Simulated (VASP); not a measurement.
# TaAl5Au (P4/mmm) in VASP: notebook

One crystal, TaAl5Au, is run at these levels: PBE; tasks: single point.

Everything below comes from runs of VASP 6.6.1. Logs are shortened: lines on timing, memory, paths and dates and some standing lists are left out, and cuts for length are marked.

**1. The cell of the first run**

It takes space group P4/mmm (No. 123, tetragonal). Conventional cell: a = 3.912 Å, b = 3.912 Å, c = 7.913 Å, α = 90.00°, β = 90.00°, γ = 90.00°. Ta (site symmetry 4/mmm) has 12 Al at 2.77 to 2.88 Å as nearest neighbours. Al (site symmetry 2mm) has 2 Au at 2.68 Å and 6 Al at 2.77 to 2.88 Å and 2 Ta at 2.88 Å as nearest neighbours. Around Al (site symmetry 4/mmm) lie 4 Ta at 2.77 Å and 8 Al at 2.88 Å. Au (site symmetry 4/mmm) has 8 Al at 2.68 Å as nearest neighbours.

The cell was built by a generator and needn't be a form met in nature.

**2. Single point, PBE (species swapped into the TiGa5Co type (P4/mmm, No. 123))**

INCAR reads:

```
SYSTEM = TaAl5Au
  PREC = Accurate
  ENCUT = 520
  EDIFF = 1E-6
  ISMEAR = 0
  SIGMA = 0.1
  LREAL = .False.
  LASPH = .True.
  NELM = 100
  ALGO = Fast
  ISIF = 2
  LWAVE = .False.
  LCHARG = .False.
  GGA = PE
  NBANDS = 28
```

KPOINTS reads:

```
regular mesh
0
Gamma
  10 10 6
  0 0 0
```

POSCAR reads:

```
TaAl5Au
1.0
    3.9123522387      0.0000000000      0.0000000000
    0.0000000000      3.9123522387      0.0000000000
    0.0000000000      0.0000000000      7.9127295211
Ta Al Au
1 5 1
Direct
    0.0000000000      0.0000000000      0.0000000000
    0.0000000000      0.5000000000      0.2677801923
    0.0000000000      0.5000000000      0.7322198077
    0.5000000000      0.0000000000      0.2677801923
    0.5000000000      0.0000000000      0.7322198077
    0.5000000000      0.5000000000      0.0000000000
    0.0000000000      0.0000000000      0.5000000000
```

Potentials or basis: VASP PAW PBE potentials, release 64 (Ta_pv, Al, Au).

Command:

```bash
$ cat potpaw_PBE.64/Ta_pv/POTCAR potpaw_PBE.64/Al/POTCAR potpaw_PBE.64/Au/POTCAR > POTCAR
$ mpirun -np 1 vasp_std > vasp.out
```

OUTCAR:

```text
SYSTEM = TaAl5Au
   PREC = Accurate
   ENCUT = 520
   EDIFF = 1E-6
   ISMEAR = 0
   LREAL = .False.
   LASPH = .True.
   NELM = 100
   ISIF = 2
   GGA = PE

 ion  position               nearest neighbor table
   1  0.000  0.000  0.000-   6 2.77   6 2.77   6 2.77   6 2.77   2 2.88   2 2.88   3 2.88   3 2.88
                             4 2.88   5 2.88   4 2.88   5 2.88
   2  0.000  0.500  0.268-   7 2.68   7 2.68   4 2.77   4 2.77   4 2.77   4 2.77   1 2.88   1 2.88
                             6 2.88   6 2.88
   3  0.000  0.500  0.732-   7 2.68   7 2.68   5 2.77   5 2.77   5 2.77   5 2.77   1 2.88   1 2.88
                             6 2.88   6 2.88
   4  0.500  0.000  0.268-   7 2.68   7 2.68   2 2.77   2 2.77   2 2.77   2 2.77   1 2.88   1 2.88
                             6 2.88   6 2.88
   5  0.500  0.000  0.732-   7 2.68   7 2.68   3 2.77   3 2.77   3 2.77   3 2.77   1 2.88   1 2.88
                             6 2.88   6 2.88
   6  0.500  0.500  0.000-   1 2.77   1 2.77   1 2.77   1 2.77   5 2.88   2 2.88   4 2.88   5 2.88
                             3 2.88   2 2.88   3 2.88   4 2.88
   7  0.000  0.000  0.500-   2 2.68   3 2.68   4 2.68   5 2.68   2 2.68   3 2.68   4 2.68   5 2.68

  LATTYP: Found a simple tetragonal cell.
 ALAT       =     3.9123522387
 C/A-ratio  =     2.0224992634

  Lattice vectors:

 A1 = (   3.9123522387,   0.0000000000,   0.0000000000)
 A2 = (   0.0000000000,   3.9123522387,   0.0000000000)
 A3 = (   0.0000000000,   0.0000000000,   7.9127295211)

Analysis of symmetry for initial positions (statically):
=====================================================================
 Subroutine PRICEL returns:
 Original cell was already a primitive cell.

 Routine SETGRP: Setting up the symmetry group for a
 simple tetragonal supercell.

 Subroutine GETGRP returns: Found 16 space group operations
 (whereof 16 operations were pure point group operations)
 out of a pool of 16 trial point group operations.

The static configuration has the point symmetry D_4h.

Analysis of symmetry for dynamics (positions and initial velocities):
=====================================================================
 Subroutine PRICEL returns:
 Original cell was already a primitive cell.

 Routine SETGRP: Setting up the symmetry group for a
 simple tetragonal supercell.

 Subroutine GETGRP returns: Found 16 space group operations
 (whereof 16 operations were pure point group operations)
 out of a pool of 16 trial point group operations.

The dynamic configuration has the point symmetry D_4h.

 Subroutine INISYM returns: Found 16 space group operations
 (whereof 16 operations are pure point group operations),
 and found     1 'primitive' translations

----------------------------------------------------------------------------------------

[... 116 lines left out ...]
   EFERMI =   0.00;   METHOD = LEGACY
   ISMEAR =     0;   SIGMA  =   0.10  broadening in eV -4-tet -1-fermi 0-gaus
   EFERMI_NEDOS =   21; number of points for ismear=-14 and -15
   IALGO  =     68    algorithm
   IMIX   =      4    mixing-type and parameters
     AMIX     =   0.40;   BMIX     =  1.00
     AMIX_MAG =   1.60;   BMIX_MAG =  1.00
  volume/ion in A,a.u.               =      17.30       116.76
  Fermi-wavevector in a.u.,A,eV,Ry     =   1.102575  2.083564 16.540206  1.215671
  Thomas-Fermi vector in A             =   2.239020
   LORBIT       =      0    0 simple, 1 ext, 2 COOP (PROOUT), +10 PAW based schemes
   GGA     = PE    functional components
   LHFCALC =     F    Hartree Fock is set to
   AEXX    =    0.0000 exact exchange contribution
   IVDW    =     0    specifies the selected vdW correction
   LEPSILON=     F    determine dielectric tensor
   LRPA    =     F    only Hartree local field effects (RPA)
 non-spin polarized calculation
 RMM-DIIS sequential band-by-band and
 Gauss-broadening in eV      SIGMA  =   0.10
  energy-cutoff  :      520.00
  volume of cell :      121.12
 maximum number of plane-waves:      3284
 NGX is ok and might be reduce to    30
   NGX = 15   NGY = 15   NGZ = 29

 number of electron      37.0000003 magnetization

 Free energy of the ion-electron system (eV)
  ---------------------------------------------------
  ext. energy  EPLUGINS =         0.00000000
  ---------------------------------------------------
  free energy    TOTEN  =       -34.86362882 eV

  energy without entropy =      -34.85339551  energy(sigma->0) =      -34.85851217

 E-fermi :   7.5931     XC(G=0): -10.7189

 val. band max:        7.5896651007   @ k =   0.5000   0.3000   0.0000
 cond. band min:       7.6115821753   @ k =   0.2000   0.2000   0.1667
 fundamental gap:      0.0219170746
 Fermi energy:         7.5930725940

 k-point     1 :       0.0000    0.0000    0.0000
  band No.  band energies     occupation
      1     -26.9425      2.00000
      2     -26.9425      2.00000
      3     -26.8484      2.00000
      4      -3.0484      2.00000
      5      -0.7762      2.00000
      6      -0.1291      2.00000
[... 733 lines left out ...]
     27      12.7127      0.00000
     28      12.9216      0.00000

 [... further k-points ...]

------------------------ aborting loop because EDIFF is reached ----------------------------------------

  FORCE on cell =-STRESS in cart. coord.  units (eV):
  Direction    XX          YY          ZZ          XY          YZ          ZX
  --------------------------------------------------------------------------------------
  -------------------------------------------------------------------------------------
  Total       -0.0421726     -0.0421726     -0.0499091      0.0000000     -0.0000000     -0.0000000
  in kB       -0.5578775     -0.5578775     -0.6602191      0.0000000     -0.0000000     -0.0000000
  external PRESSURE =      -0.5919914 kB  Pullay stress =       0.0000000 kB

 VOLUME and BASIS-vectors are now :
 -----------------------------------------------------------------------------
  energy-cutoff  :      520.00
  volume of cell :      121.12
      direct lattice vectors                 reciprocal lattice vectors
     3.912352239  0.000000000  0.000000000     0.255600707  0.000000000  0.000000000
     0.000000000  3.912352239  0.000000000     0.000000000  0.255600707  0.000000000
     0.000000000  0.000000000  7.912729521     0.000000000  0.000000000  0.126378641

 POSITION                                       TOTAL-FORCE (eV/Angst)
 -----------------------------------------------------------------------------------
      0.00000      0.00000      0.00000         0.000000     -0.000000      0.000000
      0.00000      1.95618      2.11887         0.000000     -0.000000      0.008699
      0.00000      1.95618      5.79386        -0.000000     -0.000000     -0.008699
      1.95618      0.00000      2.11887         0.000000      0.000000      0.008699
      1.95618      0.00000      5.79386         0.000000     -0.000000     -0.008699
      1.95618      1.95618      0.00000         0.000000     -0.000000      0.000000
      0.00000      0.00000      3.95636         0.000000     -0.000000      0.000000
 -----------------------------------------------------------------------------------
    total drift:                                0.000000     -0.000000      0.000000

  FREE ENERGIE OF THE ION-ELECTRON SYSTEM (eV)
  ---------------------------------------------------
  free  energy   TOTEN  =       -34.8636288248 eV

  energy  without entropy=      -34.8533955138  energy(sigma->0) =      -34.85851217
```

stdout:

```text
POSCAR found type information on POSCAR TaAlAu
 POSCAR found :  3 types and       7 ions
 scaLAPACK will be used
 LDA part: xc-table for (Slater+PW92), standard interpolation
 POSCAR, INCAR and KPOINTS ok, starting setup
 FFT: planning ... GRIDC
 FFT: planning ... GRID_SOFT
 FFT: planning ... GRID
 WAVECAR not read
 entering main loop
```

It took 3.1 min on 1 thread of Intel Xeon Platinum 8488C (Sapphire Rapids), shared host; peak memory 0.42 GiB.

Results:

- Free energy: -34.8636 eV
- Pressure: -0.1 GPa
- Largest force: 0.009 eV/Å
- Band gap on the k mesh: none (metal or under the smearing width)

Forces in eV/Å, atoms in the order of the input:
```
Ta   0.000  0.000  0.000
Al   0.000  0.000  0.009
Al   0.000  0.000 -0.009
Al   0.000  0.000  0.009
Al   0.000  0.000 -0.009
Al   0.000  0.000  0.000
Au   0.000  0.000  0.000
```

The run has no spin-orbit coupling, so splittings on Au, Ta are missing.

**3. Single point, PBE (species swapped into the TiGa5Co type (P4/mmm, No. 123))**

INCAR reads:

```
  PREC = Accurate
  ENCUT = 520
  EDIFF = 1E-6
  ISMEAR = 0
  SIGMA = 0.1
  LREAL = False
  LASPH = True
  NELM = 100
  ALGO = Fast
  ISIF = 2
  LWAVE = False
  LCHARG = True
  GGA = PE
  LELF = True
  LVHAR = True
  NBANDS = 28
```

KPOINTS reads:

```
regular mesh
0
Gamma
  4 4 4
```

POSCAR reads:

```
TaAl5Au
1.0
    4.0000146600      0.0000000000      0.0000000000
    0.0000000000      4.0000146600      0.0000000000
    0.0000000000      0.0000000000      6.3961613500
Ta Al Au
1 5 1
Direct
    0.0000000000      0.0000000000      0.0000000000
    0.0000000000      0.5000000000      0.2980237600
    0.0000000000      0.5000000000      0.7019762400
    0.5000000000      0.0000000000      0.2980237600
    0.5000000000      0.0000000000      0.7019762400
    0.5000000000      0.5000000000      0.0000000000
    0.0000000000      0.0000000000      0.5000000000
```

Potentials or basis: VASP PAW PBE potentials, release 64 (Ta_pv, Al, Au).

Command:

```bash
$ cat potpaw_PBE.64/Ta_pv/POTCAR potpaw_PBE.64/Al/POTCAR potpaw_PBE.64/Au/POTCAR > POTCAR
$ mpirun -np 1 vasp_std > vasp.out
```

Run time: 48 s. Hardware: 1 thread of Intel Xeon Platinum 8375C at 2.90GHz (Ice Lake), shared host; peak memory 0.23 GiB.

The run converged. Its results:

```
Free energy            : -32.5264 eV
Pressure               : 29.3 GPa
Largest force          : 2.448 eV/Å
Band gap on the k mesh : none (metal or under the smearing width)
```

Forces on the atoms (eV/Å):
```
Ta   0.000  0.000  0.000
Al   0.000  0.000 -2.448
Al   0.000  0.000  2.448
Al   0.000  0.000 -2.448
Al   0.000  0.000  2.448
Al   0.000  0.000  0.000
Au   0.000  0.000  0.000
```

Stress tensor (GPa, compression positive):
```
27.53  0.00  0.00
 0.00 27.53  0.00
 0.00  0.00 32.73
```

Levels at points of the mesh, in eV from the Fermi level:
```tsv
k point	band 16	band 17	band 18	band 19	band 20	band 21
(0.00, 0.00, 0.00)	-1.96	-0.62	-0.44	0.16	0.42	0.77
(0.50, 0.00, 0.00)	-1.50	-1.29	-0.31	0.26	0.48	0.74
(0.50, 0.50, 0.00)	-3.99	-3.80	-3.80	-1.44	-1.35	0.95
(0.00, 0.00, 0.50)	-1.27	-1.27	-0.48	-0.11	0.28	0.28
(0.50, 0.00, 0.50)	-2.77	-0.96	0.09	0.36	0.39	1.14
(0.50, 0.50, 0.50)	-4.04	-2.82	-2.82	-0.08	-0.02	0.94
```

Caveat: the k mesh is coarse (spacing up to 0.39 Å⁻¹), so the values aren't converged; a pressure of tens of GPa on the cell as given is suspect, and the run, the potentials or the cell itself is likely at fault; forces of over 1 eV/Å show positions far from the minimum, so gaps and moduli don't describe the material at rest. Spin-orbit coupling is left out, which matters for the levels of Au, Ta.
